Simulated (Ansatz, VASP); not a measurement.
## Ge (Germanium) in two plane-wave programs

Aim: how closely do two programs agree when they are given the same cell, functional and k mesh? The cell is taken from a series of VASP runs on this material, whose earlier steps may have relaxed, scaled or displaced it; both programs get it as it stands.

Method: plane waves, with VASP 6.6.1 beside it; band structure at r2SCAN, single point at r2SCAN and band structure at r2SCAN, spin-orbit coupling, in Ansatz 0.2.0.

## (1) The structure

It takes space group Fd-3m (No. 227, cubic). The conventional cell has a = 5.663 Å, b = 5.663 Å, c = 5.663 Å, α = 90.00°, β = 90.00°, γ = 90.00°. Nearest to Ge lie 4 Ge at 2.45 Å.

Structure file:

```
Ge
1.0
     0.00000    2.83151    2.83151
     2.83151    0.00000    2.83151
     2.83151    2.83151    0.00000
Ge
2
Cartesian
  0.0000 0.0000 0.0000
  1.4158 1.4158 1.4158
```

## (2) VASP: band structure, r2SCAN

The same path points are solved in both programs, so levels can be compared one by one.

Lines of VASP's logs that name or quote its potential files are left out, and so is its time.

The input, INCAR:

```
SYSTEM = Ge
PREC = Accurate
ENCUT = 410
EDIFF = 1E-06
NELM = 100
ISMEAR = 0
SIGMA = 0.05
LREAL = .FALSE.
ALGO = Normal
METAGGA = R2SCAN
LASPH = .TRUE.
NBANDS = 26
LORBIT = 11
LWAVE = .FALSE.
LCHARG = .FALSE.
KPAR = 2
```

The input, POSCAR:

```
Ge
1.0
    0.0000000000      2.8315135721      2.8315135721
    2.8315135721      0.0000000000      2.8315135721
    2.8315135721      2.8315135721      0.0000000000
Ge
2
Direct
    0.0000000000      0.0000000000      0.0000000000
    0.2500000000      0.2500000000      0.2500000000
```

The input, KPOINTS:

```
Automatic mesh
0
Gamma
6 6 6
0 0 0
```

The input, KPOINTS_OPT:

```
Line mode
16
Line-mode
Reciprocal
  0.00000000   0.00000000   0.00000000 GAMMA
  0.50000000   0.00000000   0.50000000 X

  0.50000000   0.00000000   0.50000000 X
  0.50000000   0.25000000   0.75000000 W

  0.50000000   0.25000000   0.75000000 W
  0.37500000   0.37500000   0.75000000 K

  0.37500000   0.37500000   0.75000000 K
  0.00000000   0.00000000   0.00000000 GAMMA

  0.00000000   0.00000000   0.00000000 GAMMA
  0.50000000   0.50000000   0.50000000 L

  0.50000000   0.50000000   0.50000000 L
  0.62500000   0.25000000   0.62500000 U

  0.62500000   0.25000000   0.62500000 U
  0.50000000   0.25000000   0.75000000 W

  0.50000000   0.25000000   0.75000000 W
  0.50000000   0.50000000   0.50000000 L

  0.50000000   0.50000000   0.50000000 L
  0.37500000   0.37500000   0.75000000 K

  0.62500000   0.25000000   0.62500000 U
  0.50000000   0.00000000   0.50000000 X
```

PAW data sets: Ge_d (PBE family, release 64).

Started as:

```bash
> mpirun -np 2 vasp_std
```

Numbers of over 12 decimals in the logs are rounded to 6 here.

The log of the run:

```text
[banner, memory and clock lines left out]
running    2 mpi-ranks, on    1 nodes
 distrk:  each k-point on    1 cores,    2 groups
 distr:  one band on    1 cores,    1 groups

 POSCAR found type information on POSCAR Ge
 POSCAR found :  1 types and       2 ions
|                                                                             |
|               ----> ADVICE to this user running VASP <----                  |
|                                                                             |
|     You enforced a specific xc type in the INCAR file but a different       |
|     [... a line on the potential file left out ...]
|     I HOPE YOU KNOW WHAT YOU ARE DOING!                                     |
|                                                                             |

 LDA part: xc-table for (None), standard interpolation
 POSCAR, INCAR and KPOINTS ok, starting setup
 FFT: planning ... GRIDC
 FFT: planning ... GRID_SOFT
 FFT: planning ... GRID
 WAVECAR not read
 entering main loop
       N       E                     dE             d eps       ncg     rms          rms(c)
DAV:   1     0.167459673416E+03    0.16746E+03   -0.11913E+04  1064   0.267E+03
DAV:   2    -0.254409710997E+01   -0.17000E+03   -0.16206E+03   840   0.537E+02
DAV:   3    -0.295518066565E+02   -0.27008E+02   -0.26805E+02   932   0.117E+02
DAV:   4    -0.303848759938E+02   -0.83307E+00   -0.83256E+00   918   0.240E+01
DAV:   5    -0.303965752332E+02   -0.11699E-01   -0.11698E-01  1004   0.305E+00    0.338E+00
DAV:   6    -0.277180358927E+02    0.26785E+01   -0.28773E-01   876   0.738E+00    0.196E+00
DAV:   7    -0.276996856873E+02    0.18350E-01   -0.82656E-02  1088   0.333E+00    0.259E-01
DAV:   8    -0.276990918642E+02    0.59382E-03   -0.55836E-03  1112   0.990E-01    0.107E-01
DAV:   9    -0.276992227199E+02   -0.13086E-03   -0.64431E-03  1116   0.142E+00    0.675E-02
DAV:  10    -0.276989662087E+02    0.25651E-03   -0.44072E-04  1138   0.329E-01    0.319E-02
DAV:  11    -0.276988857348E+02    0.80474E-04   -0.26992E-04  1214   0.268E-01    0.447E-03
DAV:  12    -0.276988882555E+02   -0.25207E-05   -0.16355E-05   984   0.398E-02    0.338E-03
DAV:  13    -0.276988912224E+02   -0.29669E-05   -0.47919E-07   702   0.778E-03    0.156E-03
DAV:  14    -0.276988917661E+02   -0.54373E-06   -0.24079E-07   472   0.799E-03
   1 F= -.27698892E+02 E0= -.27698892E+02  d E =-.279847E-09
 Start KPOINTS_OPT (optional k-point list driver)
k-point batch [1-16\160]
       N       E                     dE             ncg
DAV:   1    -0.355946388197E+04   -0.10524E+05     1016
DAV:   2    -0.619529997596E+04   -0.26358E+04      848
DAV:   3    -0.660719678961E+04   -0.41190E+03      898
DAV:   4    -0.661907902535E+04   -0.11882E+02      932
DAV:   5    -0.661924320819E+04   -0.16418E+00      928
DAV:   6    -0.661924719922E+04   -0.39910E-02      916
DAV:   7    -0.661924734137E+04   -0.14214E-03      952
DAV:   8    -0.661924734739E+04   -0.60230E-05      872
DAV:   9    -0.661924734761E+04   -0.22045E-06      532
[...]
k-point batch [145-160\160]
       N       E                     dE             ncg
DAV:   1    -0.358426655585E+04   -0.18713E+05     1044
DAV:   2    -0.633213783961E+04   -0.27479E+04      832
DAV:   3    -0.676299681636E+04   -0.43086E+03     1012
DAV:   4    -0.677530273214E+04   -0.12306E+02      940
DAV:   5    -0.677547347006E+04   -0.17074E+00      974
DAV:   6    -0.677547784896E+04   -0.43789E-02      898
DAV:   7    -0.677547801468E+04   -0.16572E-03      990
DAV:   8    -0.677547802206E+04   -0.73783E-05      852
DAV:   9    -0.677547802235E+04   -0.29040E-06      550
```

From OUTCAR (step 2):

```text
ion  position               nearest neighbor table
   1  0.000  0.000  0.000-   2 2.45   2 2.45   2 2.45   2 2.45
   2  0.250  0.250  0.250-   1 2.45   1 2.45   1 2.45   1 2.45

  LATTYP: Found a face centered cubic cell.
 ALAT       =     5.6630271442

 Subroutine GETGRP returns: Found 48 space group operations
 (whereof 24 operations were pure point group operations)

The static configuration has the point symmetry T_d .
 The point group associated with its full space group is O_h .

 Found     16 irreducible k-points:

   k-points           NKPTS =     16   k-points in BZ     NKDIM =     16   number of bands    NBANDS=     26

   dimension x,y,z NGX =    28 NGY =   28 NGZ =   28
   dimension x,y,z NGXF=    56 NGYF=   56 NGZF=   56

   ENCUT  =  410.0 eV  30.13 Ry    5.49 a.u.   6.61  6.61  6.61*2*pi/ulx,y,z

   NELECT =      28.0000    total number of electrons

 k-points in reciprocal lattice and weights: Automatic mesh
   0.00000000  0.00000000  0.00000000       0.005
   0.16666667  0.00000000  0.00000000       0.037
   0.33333333  0.00000000  0.00000000       0.037
   0.50000000  0.00000000  0.00000000       0.019
   0.16666667  0.16666667  0.00000000       0.028
   0.33333333  0.16666667  0.00000000       0.111
   0.50000000  0.16666667  0.00000000       0.111
  -0.33333333  0.16666667  0.00000000       0.111
  -0.16666667  0.16666667  0.00000000       0.056
[...]
-0.33333333  0.33333333  0.16666667       0.111
  -0.33333333  0.50000000  0.16666667       0.056

 average (electrostatic) potential at core
       1 -79.4579       2 -79.4579

 E-fermi :   4.9724

 k-point     1 :       0.0000    0.0000    0.0000
  band No.  band energies     occupation
    ...
     10     -20.4307      2.00000
     11      -8.5015      2.00000
     12       4.7800      2.00000
     13       4.7801      2.00000
     14       4.7801      2.00000
     15       5.1581      0.00000
     16       7.4910      0.00000
     17       7.4911      0.00000
     18       7.4911      0.00000
     19      11.8295      0.00000
    ...

 k-point     2 :       0.1667    0.0000    0.0000
  band No.  band energies     occupation
    ...
     10     -20.4190      2.00000
     11      -8.1493      2.00000
     12       1.5769      2.00000
     13       4.2321      2.00000
     14       4.2322      2.00000
     15       5.9906      0.00000
     16       8.2192      0.00000
     17       8.2193      0.00000
     18       9.2823      0.00000
     19      13.2088      0.00000
    ...

 k-point     3 :       0.3333    0.0000    0.0000
  band No.  band energies     occupation
    ...
     10     -20.4095      2.00000
     11      -7.1732      2.00000
     12      -1.4917      2.00000
     13       3.5517      2.00000
     14       3.5518      2.00000
     15       5.4414      0.00000
     16       8.7966      0.00000
     17       8.7967      0.00000
     18      12.3012      0.00000
     19      13.2412      0.00000
    ...

  Total        0.0124075      0.0124075      0.0124075      0.0000000     -0.0000000     -0.0000000
  in kB        0.4378338      0.4378338      0.4378338      0.0000000     -0.0000000     -0.0000000
  external PRESSURE =       0.4378338 kB  Pullay stress =       0.0000000 kB

  energy-cutoff  :      410.00
  volume of cell :       45.40
      direct lattice vectors                 reciprocal lattice vectors
     0.000000000  2.831513572  2.831513572    -0.176584003  0.176584003  0.176584003
     2.831513572  0.000000000  2.831513572     0.176584003 -0.176584003  0.176584003
     2.831513572  2.831513572  0.000000000     0.176584003  0.176584003 -0.176584003

 POSITION                                       TOTAL-FORCE (eV/Angst)
 -----------------------------------------------------------------------------------
      0.00000      0.00000      0.00000         0.000000      0.000000      0.000000
      1.41576      1.41576      1.41576        -0.000000     -0.000000     -0.000000
 -----------------------------------------------------------------------------------
    total drift:                                0.000000      0.000000      0.000000

  FREE ENERGIE OF THE ION-ELECTRON SYSTEM (eV)
  ---------------------------------------------------
  free  energy   TOTEN  =       -27.6988917661 eV

  energy  without entropy=      -27.6988917658  energy(sigma->0) =      -27.69889177

 total charge
# of ion       s       p       d       tot
------------------------------------------
    1        1.098   1.296  10.022  12.416
    2        1.098   1.296  10.022  12.416
--------------------------------------------------
tot          2.196   2.592  20.044  24.832

[... 3 further parts left out ...]
```

Spin-orbit coupling is off here; it would split degenerate levels, and it lifts a valence top of Ge p states by about 0.1 eV.

## (3) Ansatz: band structure, r2SCAN

Ansatz runs on its default PAW (the set named soft_2) files.

The same cell, functional, mesh and smearing now go to Ansatz, which takes its cutoff from its data sets.

The input, input.yaml:

```yaml
crystal:
  lattice:
    - [0.0, 2.8315135721, 2.8315135721]
    - [2.8315135721, 0.0, 2.8315135721]
    - [2.8315135721, 2.8315135721, 0.0]
  atoms:
    - { symbol: Ge, position: [0.0, 0.0, 0.0] }
    - { symbol: Ge, position: [0.25, 0.25, 0.25] }
hamiltonian:
  xc: r2scan
  pseudopotentials: { kind: paw }
kpoints:
  mp_grid: { grid: [6, 6, 6] }
  band_path:
    path:
      - [0.0, 0.0, 0.0]
      - [0.16667, 0.0, 0.16667]
      - [0.33333, 0.0, 0.33333]
      - [0.5, 0.0, 0.5]
      - [0.5, 0.08333, 0.58333]
      - [0.5, 0.18333, 0.68333]
      - [0.5, 0.25, 0.75]
      - [0.45, 0.3, 0.75]
      - [0.40833, 0.34167, 0.75]
      - [0.35, 0.35, 0.7]
      - [0.225, 0.225, 0.45]
      - [0.075, 0.075, 0.15]
      - [0.03333, 0.03333, 0.03333]
      - [0.23333, 0.23333, 0.23333]
      - [0.4, 0.4, 0.4]
      - [0.51667, 0.46667, 0.51667]
      - [0.55833, 0.38333, 0.55833]
      - [0.60833, 0.28333, 0.60833]
      - [0.60833, 0.25, 0.64167]
      - [0.55833, 0.25, 0.69167]
      - [0.51667, 0.25, 0.73333]
      - [0.5, 0.3, 0.7]
      - [0.5, 0.38333, 0.61667]
      - [0.5, 0.48333, 0.51667]
      - [0.475, 0.475, 0.55]
      - [0.425, 0.425, 0.65]
      - [0.38333, 0.38333, 0.73333]
      - [0.59167, 0.18333, 0.59167]
      - [0.55, 0.1, 0.55]
      - [0.5, 0.0, 0.5]
    npoints: 1
scf:
  occupations: { method: gaussian, width: 0.05 }
  n_extra_bands: 7
output:
  forces: true
  stress: true
  eigenvalues: true
```

Started as:

```bash
> ansatz run input.yaml --threads 2 --pin off --max-ram 4608MiB --backend cpu --events-out ev --progress --plain --runs-dir out
```

The log of the run:

```text
scf.n_extra_bands = 7 over 14 filled bands (N_el = 28.0): the run solves 21 bands
Engine: ansatz 0.2.0, aarch64-unknown-linux-gnu
Pseudopotentials: kind: paw
Pseudopotential: Ge, paw, valence charge 14, recommended cutoff 500 eV (meta_gga), Ge.paw.azcp
Functional definition: r2SCAN
  parameter k0 = 0.174
  parameter k1 = 0.065
  parameter a1 = 4.9479
  exchange = r2scan_x(k0 = k0, k1 = k1, a1 = a1)
  correlation = r2scan_c
Crystal: 2 atoms, lattice volume = 45.403 Å³
Basis set: ecut = 500 eV, 1139 PW (Γ), exchange–correlation on 120×120×120 points (64 copies of the dense FFT grid, shifted against one another)
Bands: 21, of which v1, the nominal top of the filled ones, is band 14 counted from 1 (13 counted from 0)
Symmetry: 48 space group operations
Space group: Fd-3m (ITA 227), of the structure as read, at distance tolerance 3.6e-5 Å
k-points: 16 of 216
Non-local potential: Ge, projectors of the file, l = 0: 2, l = 1: 2, l = 2: 3, l = 3: 1
PAW form: soft (Blöchl's): semilocal exchange-correlation on the pseudo side does not see the compensation charge
PAW frozen core: Ge, regenerated for the run's functional (the file was generated under x = pbe(κ = 0.804, μ = 0.219515), c = pbe(β = 0.066725))
PAW one-centre angular grid: Ge, 590 points (default); XC on 160 Gauss nodes
Initial density: superposition of atomic densities (neutral atoms: chi_scale 0, normalization atom), corrected by the library's trained network
Initial wavefunctions: pseudopotential atomic-orbital guess
Functional: x = r2scan, c = r2scan; τ floored in thin density (d = 2e-4 eV/Å³)
SCF iter   1: F=—  HF=-8605.764182 eV  |F-HF|=—  |Δ(HF+E_count)|=         —  Δρ=6.78e-3  dr2=6.48e-3  dr2_τ=4.67e-3  ethr=1.77e-3  ⟨swp⟩=6.0  Hψ=1605  notcnv=0  defer=1
preconditioner: auto → none  [insulator: Δε(μ)=0.365 eV  Ē_g=27.089 eV  σ=0.050 eV  W_gap=1.00  n_scr=14 (ndim 8)  ℏωp=29.2 eV  f_vac=0.078  D(μ)=0.00/eV (n_scr^D=0)  ε∞_Penn≈2.2]
SCF iter   2: F=—  HF=-8605.774428 eV  |F-HF|=—  |Δ(HF+E_count)|=   1.02e-2  Δρ=1.60e-3  dr2=5.31e-4  dr2_τ=2.20e-5  ethr=2.31e-5  ⟨swp⟩=2.0  Hψ=763  notcnv=0  defer=37
SCF iter   3: F=—  HF=-8605.774464 eV  |F-HF|=—  |Δ(HF+E_count)|=   3.57e-5  Δρ=1.12e-3  dr2=1.69e-4  dr2_τ=2.30e-6  ethr=1.90e-6  ⟨swp⟩=2.0  Hψ=459  notcnv=0  defer=37
SCF iter   4: F=—  HF=-8605.774528 eV  |F-HF|=—  |Δ(HF+E_count)|=   6.41e-5  Δρ=5.13e-5  dr2=8.43e-7  dr2_τ=1.97e-8  ethr=6.05e-7  ⟨swp⟩=2.0  Hψ=396  notcnv=0  defer=37
SCF iter   5: F=—  HF=-8605.774530 eV  |F-HF|=—  |Δ(HF+E_count)|=   2.53e-6  Δρ=9.06e-6  dr2=2.02e-8  dr2_τ=2.63e-10  ethr=3.01e-9  ⟨swp⟩=2.0  Hψ=523  notcnv=0  defer=37
SCF iter   6: F=-8605.774530 eV  HF=-8605.774530 eV  |F-HF|=3.18e-10  |Δ(HF+E_count)|=   1.09e-8  Δρ=1.07e-6  dr2=2.60e-10  dr2_τ=1.46e-11  ethr=7.20e-11  ⟨swp⟩=6.4  Hψ=1299  notcnv=0
SCF 1 converged in 6 iterations: F = -8605.774530 eV  dr2 = 2.60e-10
  greatest PAW one-centre occupation: 0.998 electrons in one spin orbital (limit 2), on the Ge atom at site 1 (counted from 0), in its partial waves of l = 2
NSCF: frozen V_eff on 30 k-points
SCF converged after 6 iterations
Free energy (F): -8605.774530 eV
Harris-Foulkes:  -8605.774530 eV  (|F-HF|=3.18e-10)
Internal energy: -8605.774530 eV  (E = F + TS)
E sigma→0 (E₀):  -8605.774530 eV
Fermi energy:    8.560812 eV
--- Per-component energies (eV) ---
  E_band       = -318.334873
  E_kinetic    = 222.221483
  E_local      = -4948.513211  (includes V_loc(G=0)·N_el)
  E_nonlocal   = 840.266356
  E_hartree    = 2173.894576
  E_xc         = -138.253033
  E_vxc        = -135.871171  (∫ρ·V_xc dr)
  E_paw        = -4068.555316  (= ΣΔE_a)
  E_vpaw       = -651.844888  (= ΣTr[D̂ρ^β])
  E_aug_tail   = 0.000038  (compensation charges beyond the density's cutoff)
  E_vtau       = 7.616865  (kinetic-family band-sum trace: ∫τ·v_τ [+ j·A + Jᵃ·Aᵃ] dr)
  E_ewald      = -2684.663892
  E_core_change = -2.171532  (= ΣΔE_core)
  E_smearing   = -0.000000  (= −TS)
  E_closure    = -0.000000  (closes the sum)
  Σ components = -8605.774530   (vs F -8605.774530, Δ=0.00e0)
--- Forces (eV/Å), atoms counted from 1 ---
  atom   1  Ge     0.00000000     0.00000000     0.00000000
  atom   2  Ge     0.00000000     0.00000000     0.00000000
  max |Σ_I F_I| component: 5.55e-17 eV/Å
--- Stress (GPa, compression-positive) ---
        0.338427       0.000000       0.000000
       -0.000000       0.338427       0.000000
        0.000000       0.000000       0.338427
  P = ⅓ Tr σ = 0.3384 GPa (3.384 kbar)
--- Band table (eV; the first three rows and the last of 16) ---
  k-point 0: bands = [... 10 lower, -4.9287, 8.3483, 8.3483, 8.3483, 8.7669, 11.0718, 11.0718, 11.0718, ... 3 higher]
  k-point 1: bands = [... 10 lower, -4.5763, 5.1557, 7.8017, 7.8017, 9.5840, 11.7990, 11.7990, 12.8676, ... 3 higher]
  k-point 2: bands = [... 10 lower, -3.5995, 2.0838, 7.1220, 7.1220, 9.0320, 12.3734, 12.3734, 15.8919, ... 3 higher]
  k-point 15: bands = [... 10 lower, -0.7749, -0.7749, 4.4824, 4.4824, 11.3324, 11.3324, 15.3637, 15.3637, ... 3 higher]
```

It took 3.4 s on 2 threads of Arm Neoverse N1, shared host; peak memory 0.4 GiB.

The column dr2 measures how far the density is from self-consistency, as an energy; F and HF (Harris–Foulkes) agree once it is small.

## (4) Differences

Known differences besides the potentials themselves: VASP keeps PBE cores, Ansatz makes them for the functional; the cutoff is 500 eV in Ansatz and 410 eV in VASP. Total energies have different zeros and are not compared.

Compared:

```csv
quantity,Ansatz,VASP,difference
pressure (GPa),0.34,0.04,+0.29
pressure without Ansatz's Pulay correction (GPa),0.29,0.04,+0.24
gap over the path points (eV),0.419,0.378,+0.041
```

Levels at points of the path, from each program's valence-band top (eV; 3 filled, then empty):

```csv
k (reciprocal lattice),Ansatz,VASP
0.000 0.000 0.000,0.00 0.00 0.00 0.42 2.72 2.72,0.00 0.00 0.00 0.38 2.71 2.71
0.167 0.000 0.167,-3.17 -1.34 -1.34 1.78 3.08 4.67,-3.18 -1.35 -1.35 1.77 3.06 4.66
0.333 0.000 0.333,-6.36 -2.72 -2.72 0.87 2.25 7.76,-6.37 -2.73 -2.73 0.86 2.23 7.75
0.500 0.000 0.500,-9.20 -3.21 -3.21 0.98 0.98 10.10,-9.21 -3.22 -3.22 0.97 0.97 10.08
0.500 0.083 0.583,-9.17 -3.46 -3.46 1.56 1.56 9.10,-9.18 -3.46 -3.46 1.55 1.55 9.08
0.500 0.183 0.683,-9.11 -3.93 -3.93 3.33 3.33 6.58,-9.12 -3.93 -3.93 3.32 3.32 6.57
0.500 0.250 0.750,-9.10 -4.04 -4.04 4.69 4.69 5.06,-9.10 -4.04 -4.04 4.67 4.67 5.06
0.450 0.300 0.750,-8.74 -4.32 -3.51 2.92 4.58 6.11,-8.75 -4.32 -3.51 2.91 4.56 6.10
0.408 0.342 0.750,-8.61 -4.45 -2.96 1.76 4.46 7.20,-8.61 -4.45 -2.96 1.75 4.44 7.19
0.350 0.350 0.700,-8.30 -4.59 -2.56 1.57 5.49 7.19,-8.31 -4.59 -2.56 1.56 5.47 7.17
```

Among the levels compared at these points, filled levels agree within 13 meV and empty ones within 41 meV. Ansatz's pressure holds a Pulay correction of 0.05 GPa; VASP's holds none.

## (5) Further runs

Further runs change the set-up of one program: Ansatz's method, potentials or start, or VASP's data sets, cutoff or form of LDA. The table gives Ansatz less VASP for each quantity, since a change that brings one quantity closer may part another.

```csv
run,pressure (GPa),gap over the path points (eV)
as above,0.29,0.041
Ansatz's all-electron LAPW method,0.36,0.046
```

## (6) Ansatz: single point, r2SCAN

A single point gives forces, pressure and levels at one fixed geometry, so differences don't come from the geometry; what else differs is listed under the comparison.

The cell is taken from a series of VASP runs on this material, whose earlier steps may have relaxed, scaled or displaced it; both programs get it as it stands.

input.yaml, the sections that differ from step 3:

```yaml
kpoints:
  mp_grid: { grid: [9, 9, 9] }
scf:
  occupations: { method: tetrahedron }
output:
  forces: true
  stress: true
# crystal, hamiltonian: as in step 3
```

The log of the run:

```text
Warning: output.forces, output.stress, relax.cell or npt_langevin: where a Kohn–Sham band that disperses or a degenerate level is filled in part under the method tetrahedron, the forces or the stress that this run publishes need not agree with its energy (scf.occupations.method in the input reference, under Limitations); prefer a smearing scheme for the forces or the stress
[...]
--- Band table (eV; the first three rows and the last of 35) ---
  k-point 0: bands = [... 10 lower, -4.9356, 8.3420, 8.3420, 8.3420, 8.7587, 11.0670, 11.0670, 11.0670]
  k-point 1: bands = [... 10 lower, -4.7779, 6.2957, 8.0539, 8.0539, 9.6618, 11.4539, 11.4539, 11.9049]
  k-point 2: bands = [... 10 lower, -4.3163, 4.0449, 7.5365, 7.5365, 9.3897, 12.0957, 12.0957, 13.9050]
  k-point 34: bands = [... 10 lower, -1.3493, -0.1659, 4.0900, 4.7282, 12.4796, 12.5605, 13.1202, 14.9536]
[key lines of the parts left out:]
SCF converged after 6 iterations
Free energy (F): -8605.809180 eV
Fermi energy:    8.342037 eV
P = ⅓ Tr σ = 0.4253 GPa (4.253 kbar)
```

Elapsed: 3.6 s, on 2 threads; peak memory 0.42 GiB.

The run ends at a pressure of 0.43 GPa.

(Part 1 of 2 ends here.)

[Lines on the potential files, build, host, timing and source positions are cut from VASP's logs without a mark.]

[Logs are printed without paths, hosts, clocks, repeated set-up lines and the standing remarks that a program may print on its own settings, such as how far it seeks lower states.]

[Hosts, paths, dates, database ids (printed as entryN), source tags and the programs' standing remarks are cut or masked in the printed files.]
